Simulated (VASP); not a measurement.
Given:

```xyz
4
Lattice="1.5975 -2.7670 0.0000 1.5975 2.7670 0.0000 0.0000 0.0000 5.1636" Properties=species:S:1:pos:R:3 pbc="T T T"
Zn     1.5975    -0.9223     2.5909
Zn     1.5975     0.9223     0.0091
O      1.5975    -0.9223     4.5451
O      1.5975     0.9223     1.9634
```

Computed with LDA (Ceperley-Alder, Perdew-Zunger), VASP's LDA PAW potentials (set 64) (plane waves; VASP 6.6.1). Run with 520 eV cut-off, Gaussian smearing of 0.050 eV, potentials Zn O.

Q: What does the run give for the band gap (along the path) with the smallest direct gap where there is one?

A: 
```
Item                                    Value
------------------------------------  -------
band gap (along the path)             0.80 eV
smallest direct gap (along the path)  0.80 eV
```

The absolute energy has meaning only against runs of the same code, potentials and settings.

The compound is ZnO in the wurtzite structure. It was relaxed first.
